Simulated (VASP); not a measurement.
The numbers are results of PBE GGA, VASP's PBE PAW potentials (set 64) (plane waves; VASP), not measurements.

The input files of a VASP run:

File POSCAR:
```
Al32As31C
1
   11.4648462108     0.0000000000     0.0000000000
    0.0000000000    11.4648462108    -0.0000000000
   -0.0000000000    -0.0000000000    11.4648462108
Al As C
32 31 1
Direct
  0.5000000000   0.0000000000   0.0000000000
  0.7500000000   0.2500000000   0.0000000000
  0.7500000000   0.0000000000   0.2500000000
  0.0000000000   0.0000000000   0.0000000000
  0.2500000000   0.2500000000   0.0000000000
  0.5000000000   0.5000000000   0.0000000000
  0.7500000000   0.7500000000   0.0000000000
  0.2500000000   0.0000000000   0.2500000000
  0.5017880000   0.2543440000   0.2512080000
  0.7456240000   0.4962210000   0.2506030000
  0.5000000000   0.0000000000   0.5000000000
  0.7462440000   0.2480760000   0.4963400000
  0.7500000000   0.0000000000   0.7500000000
  0.0000000000   0.5000000000   0.0000000000
  0.2500000000   0.7500000000   0.0000000000
  0.0000000000   0.2500000000   0.2500000000
  0.2500000000   0.5000000000   0.2500000000
  0.5000000000   0.7500000000   0.2500000000
  0.0000000000   0.0000000000   0.5000000000
  0.2500000000   0.2500000000   0.5000000000
  0.4981530000   0.5003520000   0.4965920000
  0.7500000000   0.7500000000   0.5000000000
  0.2500000000   0.0000000000   0.7500000000
  0.5000000000   0.2500000000   0.7500000000
  0.7500000000   0.5000000000   0.7500000000
  0.0000000000   0.7500000000   0.2500000000
  0.0000000000   0.5000000000   0.5000000000
  0.2500000000   0.7500000000   0.5000000000
  0.0000000000   0.2500000000   0.7500000000
  0.2500000000   0.5000000000   0.7500000000
  0.5000000000   0.7500000000   0.7500000000
  0.0000000000   0.7500000000   0.7500000000
  0.6250000000   0.1250000000   0.1250000000
  0.8750000000   0.3750000000   0.1250000000
  0.8750000000   0.1250000000   0.3750000000
  0.1250000000   0.1250000000   0.1250000000
  0.3750000000   0.3750000000   0.1250000000
  0.6250000000   0.6250000000   0.1250000000
  0.8750000000   0.8750000000   0.1250000000
  0.3750000000   0.1250000000   0.3750000000
  0.8750000000   0.6250000000   0.3750000000
  0.6250000000   0.1250000000   0.6250000000
  0.8750000000   0.3750000000   0.6250000000
  0.8750000000   0.1250000000   0.8750000000
  0.1250000000   0.6250000000   0.1250000000
  0.3750000000   0.8750000000   0.1250000000
  0.1250000000   0.3750000000   0.3750000000
  0.3750000000   0.6250000000   0.3750000000
  0.6250000000   0.8750000000   0.3750000000
  0.1250000000   0.1250000000   0.6250000000
  0.3750000000   0.3750000000   0.6250000000
  0.6250000000   0.6250000000   0.6250000000
  0.8750000000   0.8750000000   0.6250000000
  0.3750000000   0.1250000000   0.8750000000
  0.6250000000   0.3750000000   0.8750000000
  0.8750000000   0.6250000000   0.8750000000
  0.1250000000   0.8750000000   0.3750000000
  0.1250000000   0.6250000000   0.6250000000
  0.3750000000   0.8750000000   0.6250000000
  0.1250000000   0.3750000000   0.8750000000
  0.3750000000   0.6250000000   0.8750000000
  0.6250000000   0.8750000000   0.8750000000
  0.1250000000   0.8750000000   0.8750000000
  0.6207450000   0.3718160000   0.3762840000
```

**KPOINTS**
```
Automatic
0
Gamma
1 1 1
0 0 0
```

**INCAR**
```
ALGO = Fast
EDIFF = 1E-5
EDIFFG = -0.03
ENCUT = 400
GGA = PE
IBRION = 2
ISIF = 2
ISMEAR = 0
ISPIN = 2
ISYM = 0
LASPH = .TRUE.
LCHARG = .FALSE.
LMAXMIX = 4
LORBIT = 10
LREAL = Auto
LWAVE = .TRUE.
MAGMOM = 64*0.0156
NELM = 100
NELMIN = 4
NSW = 60
NUPDOWN = 1
PREC = Normal
SIGMA = 0.05
SYSTEM = Al32As31C
```

POTCAR, in this order: Al As C (PBE.64 set). Program: vasp_gam.

Output

### OSZICAR
```
...
RMM:  10    -0.298027332633E+03    0.29326E-05   -0.17868E-04   521   0.173E-02    0.150E-02
RMM:  11    -0.298027341450E+03   -0.88172E-05   -0.47180E-05   437   0.927E-03
   4 F= -.29802734E+03 E0= -.29801842E+03  d E =-.177115E+01  mag=     1.0000
       N       E                     dE             d eps       ncg     rms          rms(c)
DAV:   1    -0.298058848029E+03   -0.31515E-01   -0.78185E-01   672   0.178E+00    0.269E-01
RMM:   2    -0.298067348384E+03   -0.85004E-02   -0.91965E-02   646   0.540E-01    0.237E-01
RMM:   3    -0.298067450425E+03   -0.10204E-03   -0.13307E-02   681   0.213E-01    0.226E-01
RMM:   4    -0.298066784296E+03    0.66613E-03   -0.18008E-02   669   0.146E-01    0.133E-01
RMM:   5    -0.298066895561E+03   -0.11126E-03   -0.17837E-03   653   0.747E-02    0.147E-01
RMM:   6    -0.298065942547E+03    0.95301E-03   -0.48742E-03   691   0.611E-02    0.367E-02
RMM:   7    -0.298066023662E+03   -0.81115E-04   -0.55772E-04   649   0.318E-02    0.422E-02
RMM:   8    -0.298065958460E+03    0.65202E-04   -0.34855E-04   554   0.190E-02    0.672E-03
RMM:   9    -0.298065964986E+03   -0.65260E-05   -0.56195E-05   480   0.101E-02
   5 F= -.29806596E+03 E0= -.29805711E+03  d E =-.180977E+01  mag=     1.0000
       N       E                     dE             d eps       ncg     rms          rms(c)
DAV:   1    -0.298345073915E+03   -0.27912E+00   -0.26969E+01   640   0.108E+01    0.140E+00
RMM:   2    -0.298464556379E+03   -0.11948E+00   -0.14147E+00   640   0.225E+00    0.763E-01
RMM:   3    -0.298468267875E+03   -0.37115E-02   -0.19201E-01   660   0.904E-01    0.628E-01
RMM:   4    -0.298460224002E+03    0.80439E-02   -0.10585E-01   651   0.470E-01    0.248E-01
RMM:   5    -0.298459018283E+03    0.12057E-02   -0.87191E-03   661   0.202E-01    0.189E-01
RMM:   6    -0.298457871937E+03    0.11463E-02   -0.90470E-03   653   0.116E-01    0.110E-01
RMM:   7    -0.298458034402E+03   -0.16247E-03   -0.13848E-03   673   0.655E-02    0.607E-02
RMM:   8    -0.298458055604E+03   -0.21202E-04   -0.14320E-03   653   0.454E-02    0.461E-02
RMM:   9    -0.298458014199E+03    0.41406E-04   -0.98023E-05   537   0.206E-02    0.329E-02
RMM:  10    -0.298457981135E+03    0.33064E-04   -0.18116E-04   521   0.143E-02    0.786E-03
RMM:  11    -0.298457983126E+03   -0.19906E-05   -0.30365E-05   443   0.840E-03
   6 F= -.29845798E+03 E0= -.29844344E+03  d E =-.392018E+00  mag=     1.0000
       N       E                     dE             d eps       ncg     rms          rms(c)
DAV:   1    -0.298472919225E+03   -0.14938E-01   -0.26037E+00   720   0.336E+00    0.387E-01
RMM:   2    -0.298484750151E+03   -0.11831E-01   -0.14400E-01   640   0.700E-01    0.260E-01
RMM:   3    -0.298484767944E+03   -0.17793E-04   -0.18024E-02   653   0.279E-01    0.210E-01
RMM:   4    -0.298483891064E+03    0.87688E-03   -0.12959E-02   649   0.162E-01    0.918E-02
RMM:   5    -0.298483699747E+03    0.19132E-03   -0.99835E-04   660   0.682E-02    0.748E-02
RMM:   6    -0.298483504459E+03    0.19529E-03   -0.11263E-03   622   0.403E-02    0.339E-02
RMM:   7    -0.298483519797E+03   -0.15338E-04   -0.16033E-04   586   0.222E-02    0.163E-02
RMM:   8    -0.298483529867E+03   -0.10070E-04   -0.77393E-05   481   0.126E-02    0.157E-02
RMM:   9    -0.298483523281E+03    0.65862E-05   -0.10419E-05   389   0.601E-03
   7 F= -.29848352E+03 E0= -.29846779E+03  d E =-.417558E+00  mag=     1.0000
       N       E                     dE             d eps       ncg     rms          rms(c)
DAV:   1    -0.298601538086E+03   -0.11801E+00   -0.25331E+01   640   0.102E+01    0.133E+00
RMM:   2    -0.298659873944E+03   -0.58336E-01   -0.91692E-01   640   0.176E+00    0.544E-01
RMM:   3    -0.298662289430E+03   -0.24155E-02   -0.14097E-01   641   0.727E-01    0.390E-01
RMM:   4    -0.298661883554E+03    0.40588E-03   -0.27075E-02   647   0.324E-01    0.181E-01
RMM:   5    -0.298662285057E+03   -0.40150E-03   -0.63215E-03   676   0.160E-01    0.831E-02
RMM:   6    -0.298662412219E+03   -0.12716E-03   -0.13068E-03   684   0.734E-02    0.621E-02
RMM:   7    -0.298662434914E+03   -0.22696E-04   -0.26246E-04   642   0.353E-02    0.161E-02
RMM:   8    -0.298662440481E+03   -0.55672E-05   -0.78377E-05   566   0.187E-02
   8 F= -.29866244E+03 E0= -.29864346E+03  d E =-.178917E+00  mag=     1.0000
       N       E                     dE             d eps       ncg     rms          rms(c)
DAV:   1    -0.298662459636E+03   -0.24722E-04   -0.27621E-03   720   0.107E-01    0.157E-02
RMM:   2    -0.298662462581E+03   -0.29447E-05   -0.87541E-05   574   0.173E-02    0.862E-03
RMM:   3    -0.298662461926E+03    0.65498E-06   -0.15898E-05   389   0.744E-03    0.415E-03
RMM:   4    -0.298662462091E+03   -0.16500E-06   -0.23686E-06   323   0.312E-03
   9 F= -.29866246E+03 E0= -.29864349E+03  d E =-.178939E+00  mag=     1.0000
       N       E                     dE             d eps       ncg     rms          rms(c)
DAV:   1    -0.298693432064E+03   -0.30970E-01   -0.28768E+00   640   0.356E+00    0.425E-01
RMM:   2    -0.298701776412E+03   -0.83443E-02   -0.12288E-01   640   0.659E-01    0.216E-01
RMM:   3    -0.298702370579E+03   -0.59417E-03   -0.19839E-02   658   0.276E-01    0.145E-01
RMM:   4    -0.298702165665E+03    0.20491E-03   -0.35343E-03   640   0.124E-01    0.600E-02
RMM:   5    -0.298702239313E+03   -0.73648E-04   -0.88653E-04   660   0.647E-02    0.329E-02
RMM:   6    -0.298702252928E+03   -0.13615E-04   -0.22346E-04   681   0.323E-02    0.237E-02
RMM:   7    -0.298702260055E+03   -0.71278E-05   -0.67197E-05   568   0.169E-02
  10 F= -.29870226E+03 E0= -.29868300E+03  d E =-.397980E-01  mag=     1.0000
       N       E                     dE             d eps       ncg     rms          rms(c)
DAV:   1    -0.298702426909E+03   -0.17398E-03   -0.16896E-02   752   0.269E-01    0.323E-02
RMM:   2    -0.298702472766E+03   -0.45856E-04   -0.67416E-04   640   0.489E-02    0.172E-02
RMM:   3    -0.298702478008E+03   -0.52418E-05   -0.11837E-04   622   0.214E-02    0.116E-02
RMM:   4    -0.298702477813E+03    0.19466E-06   -0.20988E-05   409   0.993E-03
  11 F= -.29870248E+03 E0= -.29868321E+03  d E =-.400157E-01  mag=     1.0000
       N       E                     dE             d eps       ncg     rms          rms(c)
DAV:   1    -0.298707741793E+03   -0.52638E-02   -0.28494E-01   664   0.111E+00    0.163E-01
RMM:   2    -0.298709397733E+03   -0.16559E-02   -0.20241E-02   640   0.271E-01    0.860E-02
RMM:   3    -0.298709549057E+03   -0.15132E-03   -0.31109E-03   661   0.113E-01    0.652E-02
RMM:   4    -0.298709482407E+03    0.66649E-04   -0.73353E-04   640   0.527E-02    0.232E-02
RMM:   5    -0.298709493572E+03   -0.11165E-04   -0.14336E-04   654   0.265E-02    0.181E-02
RMM:   6    -0.298709490556E+03    0.30164E-05   -0.67049E-05   508   0.141E-02
  12 F= -.29870949E+03 E0= -.29869022E+03  d E =-.701274E-02  mag=     1.0000
       N       E                     dE             d eps       ncg     rms          rms(c)
DAV:   1    -0.298709752435E+03   -0.25886E-03   -0.29977E-02   712   0.360E-01    0.534E-02
RMM:   2    -0.298709926761E+03   -0.17433E-03   -0.21074E-03   640   0.880E-02    0.293E-02
RMM:   3    -0.298709942768E+03   -0.16007E-04   -0.33020E-04   662   0.372E-02    0.219E-02
RMM:   4    -0.298709936688E+03    0.60807E-05   -0.70829E-05   550   0.172E-02
  13 F= -.29870994E+03 E0= -.29869067E+03  d E =-.745887E-02  mag=     1.0000
       N       E                     dE             d eps       ncg     rms          rms(c)
DAV:   1    -0.298711069958E+03   -0.11272E-02   -0.16649E-01   688   0.828E-01    0.112E-01
RMM:   2    -0.298711714627E+03   -0.64467E-03   -0.84843E-03   640   0.171E-01    0.478E-02
RMM:   3    -0.298711783973E+03   -0.69345E-04   -0.12685E-03   647   0.711E-02    0.330E-02
RMM:   4    -0.298711777476E+03    0.64969E-05   -0.23511E-04   644   0.310E-02    0.124E-02
RMM:   5    -0.298711781641E+03   -0.41654E-05   -0.46098E-05   487   0.146E-02
  14 F= -.29871178E+03 E0= -.29869251E+03  d E =-.184495E-02  mag=     1.0000
```

OUTCAR:
```
------------------------ aborting loop because EDIFF is reached ----------------------------------------
  FORCE on cell =-STRESS in cart. coord.  units (eV):
  Direction    XX          YY          ZZ          XY          YZ          ZX
  --------------------------------------------------------------------------------------
  Total      -10.8188495    -10.8410871    -10.8190584     -0.0371437     -0.1697654     -0.0587893
  in kB      -11.5023601    -11.5260027    -11.5025822     -0.0394904     -0.1804908     -0.0625035
  external PRESSURE =     -11.5103150 kB  Pullay stress =       0.0000000 kB
  volume of cell :     1506.97
      direct lattice vectors                 reciprocal lattice vectors
    11.464846211  0.000000000  0.000000000     0.087223150  0.000000000  0.000000000
     0.000000000 11.464846211  0.000000000     0.000000000  0.087223150  0.000000000
     0.000000000  0.000000000 11.464846211     0.000000000  0.000000000  0.087223150
  FREE ENERGIE OF THE ION-ELECTRON SYSTEM (eV)
  ---------------------------------------------------
  free  energy   TOTEN  =      -298.7117816410 eV

  energy  without entropy=     -298.6732437408  energy(sigma->0) =     -298.69251269

 total charge

# of ion       s       p       d       tot
------------------------------------------
    1        0.394   0.352   0.000   0.747
    2        0.395   0.360   0.000   0.755
    3        0.395   0.360   0.000   0.755
    4        0.395   0.358   0.000   0.753
    5        0.394   0.352   0.000   0.747
    6        0.395   0.360   0.000   0.755
    7        0.394   0.352   0.000   0.747
    8        0.394   0.352   0.000   0.747
    9        0.387   0.343   0.000   0.730
   10        0.387   0.343   0.000   0.731
   11        0.395   0.360   0.000   0.755
   12        0.387   0.343   0.000   0.730
   13        0.394   0.352   0.000   0.747
   14        0.394   0.352   0.000   0.747
   15        0.395   0.358   0.000   0.753
   16        0.395   0.360   0.000   0.755
   17        0.395   0.360   0.000   0.755
   18        0.395   0.360   0.000   0.755
   19        0.394   0.352   0.000   0.747
   20        0.395   0.360   0.000   0.755
   21        0.387   0.343   0.000   0.730
   22        0.395   0.359   0.000   0.755
   23        0.395   0.358   0.000   0.753
   24        0.395   0.360   0.000   0.755
   25        0.395   0.359   0.000   0.755
   26        0.394   0.352   0.000   0.746
   27        0.395   0.359   0.000   0.755
   28        0.394   0.352   0.000   0.747
   29        0.394   0.352   0.000   0.747
   30        0.394   0.352   0.000   0.747
   31        0.394   0.352   0.000   0.747
   32        0.395   0.358   0.000   0.753
   33        1.188   1.653   0.021   2.862
   34        1.188   1.652   0.021   2.862
   35        1.188   1.653   0.021   2.862
   36        1.186   1.667   0.022   2.875
   37        1.188   1.653   0.021   2.863
   38        1.188   1.653   0.021   2.862
   39        1.186   1.667   0.022   2.875
   40        1.188   1.653   0.021   2.862
   41        1.188   1.653   0.021   2.862
   42        1.188   1.653   0.021   2.862
   43        1.188   1.653   0.021   2.862
   44        1.186   1.667   0.022   2.875
   45        1.186   1.667   0.022   2.875
   46        1.186   1.667   0.022   2.875
   47        1.187   1.662   0.021   2.870
   48        1.188   1.653   0.021   2.862
   49        1.187   1.662   0.021   2.870
   50        1.186   1.667   0.022   2.875
   51        1.188   1.653   0.021   2.862
   52        1.188   1.653   0.021   2.862
   53        1.186   1.667   0.022   2.875
   54        1.186   1.667   0.022   2.875
   55        1.187   1.662   0.021   2.870
   56        1.186   1.667   0.022   2.875
   57        1.187   1.646   0.021   2.854
   58        1.186   1.667   0.022   2.875
   59        1.186   1.668   0.022   2.875
   60        1.187   1.646   0.021   2.854
   61        1.186   1.667   0.022   2.875
   62        1.187   1.646   0.021   2.854
   63        1.186   1.674   0.022   2.881
   64        0.833   1.531   0.000   2.364
--------------------------------------------------
tot         50.236  64.318   0.661 115.216

 magnetization (x)

# of ion       s       p       d       tot
------------------------------------------
    1       -0.000   0.001   0.000   0.000
    2       -0.000   0.001   0.000   0.001
    3       -0.000   0.001   0.000   0.001
    4       -0.000   0.001   0.000   0.000
    5       -0.000   0.001   0.000   0.000
    6       -0.000   0.001   0.000   0.001
    7       -0.000   0.001   0.000   0.000
    8       -0.000   0.001   0.000   0.000
    9       -0.000   0.000   0.000  -0.000
   10       -0.000   0.000   0.000  -0.000
   11       -0.000   0.001   0.000   0.001
   12       -0.000   0.000   0.000  -0.000
   13       -0.000   0.001   0.000   0.000
   14       -0.000   0.001   0.000   0.000
   15       -0.000   0.001   0.000   0.000
   16       -0.000   0.001   0.000   0.001
   17       -0.000   0.001   0.000   0.001
...
```
(Selected blocks of OUTCAR.)

CONTCAR:
```
Al32As31C
   1.00000000000000
    11.4648462107999993    0.0000000000000000    0.0000000000000000
     0.0000000000000000   11.4648462107999993    0.0000000000000000
     0.0000000000000000    0.0000000000000000   11.4648462107999993
  Al              As              C
    32    31     1
Direct
     0.5009341343366590    0.0029110436425661    0.0027650546772154
     0.7497621818322171    0.2499470730896565    0.0021866578806653
     0.7498806826867789    0.0021760702947020    0.2498638412441257
     0.9999170933728129    0.0000164095999124    0.9999950483512299
     0.2526750190265484    0.2510462130451939    0.0027376138033929
     0.4998311267979622    0.4998325565999034    0.0021129752383105
     0.7489189542104332    0.7470224751303186    0.0027798657108912
     0.2525979660380990    0.0027519176570593    0.2509291846726751
     0.5217808951555717    0.2720735631505616    0.2722685178331480
     0.7271650178388056    0.4775907939815074    0.2722298890175908
     0.4998498188284964    0.0020490792301256    0.4999122501431952
     0.7270523285294496    0.2717764851492919    0.4776106098831045
     0.7489524448365958    0.0026562433193100    0.7472218830302610
     0.9968388474037344    0.4988597844630153    0.0028715136026877
     0.2499196052667484    0.7499409015428491    0.9999701195388175
     0.9975777440845957    0.2500333050104045    0.2501098446072067
     0.2520353653971985    0.4999580062849671    0.2498479661741602
     0.4998866708824085    0.7479035901992033    0.2500115087459663
     0.9970022242668031    0.0028560063131182    0.4989454104510169
     0.2520842988574596    0.2500125529656008    0.4998977106129409
     0.5216758263787474    0.4777196803534326    0.4776123876660439
     0.7497468741053167    0.7476683493049977    0.4999326281856605
     0.2499960766746915    0.0000841492550249    0.7498876949223703
     0.4999818862702986    0.2500917042645027    0.7477072940938333
     0.7497990762422277    0.4998187958893434    0.7474526810931740
     0.9968345033541652    0.7469442878292919    0.2510320806603856
     0.9974121709122699    0.4996806422351378    0.4998785139651183
     0.2525413591798044    0.7471598610748945    0.4989489721064447
     0.9968949090694996    0.2509953530695250    0.7469357901217377
     0.2525478625371812    0.4989986981636194    0.7471813061135135
     0.5009307051369924    0.7471217708246966    0.7470748762488373
     0.9999165135800395    0.7499111195665141    0.7499532237826747
     0.6229869644861940    0.1311536287240154    0.1311449877234427
     0.8685112528745298    0.3767426210246313    0.1313174166567080
     0.8687040558927899    0.1310587064157362    0.3767474486228466
     0.1250014253793891    0.1254900722876313    0.1253704155572694
     0.3809897115831563    0.3731459989652843    0.1310342706220544
     0.6265835621804758    0.6188319172946809    0.1310907927657627
     0.8745418882639036    0.8748304738439656    0.1253052483679847
     0.3809382003015448    0.1309620065768036    0.3731447316118138
     0.8684428156332425    0.6185463317572609    0.3731168703995997
     0.6266885887128552    0.1308869730132420    0.6189528915674783
     0.8683976637103690    0.3727117984183702    0.6184567943831661
     0.8745596603270697    0.1253897335560206    0.8748827192640732
     0.1247365606866389    0.6245612828324499    0.1253249923733579
     0.3753577916490655    0.8751503834865814    0.1253090810943367
     0.1249664622346659    0.3749885340602963    0.3749323311602198
     0.3808636367034448    0.6190521722793234    0.3766424291173565
     0.6250021307139717    0.8750314434865921    0.3749420749998116
     0.1247819388730976    0.1253977386398528    0.6245464431919043
     0.3809113104991873    0.3768488254981129    0.6189293850247574
     0.6228730732932221    0.6187446650641870    0.6186310153198348
     0.8745637734128771    0.8750257002058789    0.6245515932125623
     0.3753532111278433    0.1254818927009021    0.8750974774287460
     0.6249907552691862    0.3749955992026246    0.8749559906806791
     0.8744755255320682    0.6244807127963261    0.8749486343106473
     0.1247549154950968    0.8749293928786702    0.3749761928777420
     0.1248657774424742    0.6245026883451718    0.6244687035316476
     0.3752579515430350    0.8747826991789747    0.6245694565907018
     0.1247508089200439    0.3749484754840400    0.8749770291053272
     0.3753401563902597    0.6245951997510438    0.8748559928654855
     0.6249279647009673    0.8748987281578291    0.8750413687378121
     0.1249969655392586    0.8750456358677352    0.8749326433701861
     0.6244973175374603    0.3749884857055188    0.3749646632862859
```

**OUTCAR**
```
 val. band max:        3.5822181797   @ k =   0.0000   0.0000   0.0000

 cond. band min:       4.9732592433   @ k =   0.0000   0.0000   0.0000


 Fermi energy:         3.8217574889

 spin component 1

 k-point     1 :       0.0000    0.0000    0.0000
  band No.  band energies     occupation
      1      -8.0717      1.00000
      2      -7.3643      1.00000
      3      -7.3405      1.00000
      4      -7.3402      1.00000
      5      -7.3397      1.00000
      6      -7.3205      1.00000
      7      -7.3204      1.00000
      8      -6.8493      1.00000
      9      -6.8490      1.00000
     10      -6.8487      1.00000
     11      -6.8426      1.00000
     12      -6.8289      1.00000
     13      -6.8287      1.00000
     14      -6.8283      1.00000
     15      -6.8082      1.00000
     16      -6.8080      1.00000
     17      -6.7965      1.00000
     18      -6.7959      1.00000
     19      -6.7957      1.00000
     20      -6.6937      1.00000
     21      -6.6930      1.00000
     22      -6.6923      1.00000
     23      -6.6828      1.00000
     24      -6.2711      1.00000
     25      -6.2579      1.00000
     26      -6.2576      1.00000
     27      -6.1836      1.00000
     28      -6.1834      1.00000
     29      -6.1830      1.00000
     30      -6.1543      1.00000
     31      -6.1542      1.00000
     32      -6.1311      1.00000
     33      -1.8671      1.00000
     34      -1.8664      1.00000
     35      -1.8657      1.00000
     36      -1.7899      1.00000
     37      -1.7384      1.00000
     38      -1.7382      1.00000
     39      -1.7379      1.00000
     40      -1.4259      1.00000
     41      -1.4257      1.00000
     42      -1.4253      1.00000
     43      -1.4217      1.00000
     44      -1.4213      1.00000
     45      -1.4203      1.00000
     46      -0.9391      1.00000
     47      -0.9170      1.00000
     48      -0.9160      1.00000
     49      -0.9154      1.00000
...
```

At this cut-off the stress carries a Pulay error, which pulls relaxed volumes low. The supercell is sampled at Γ alone, which is coarse: total energies, pressure and levels can be off, energies of defects by several tenths of an eV.

The cell is a supercell with a defect, built from AlAs (zinc blende): C_As.
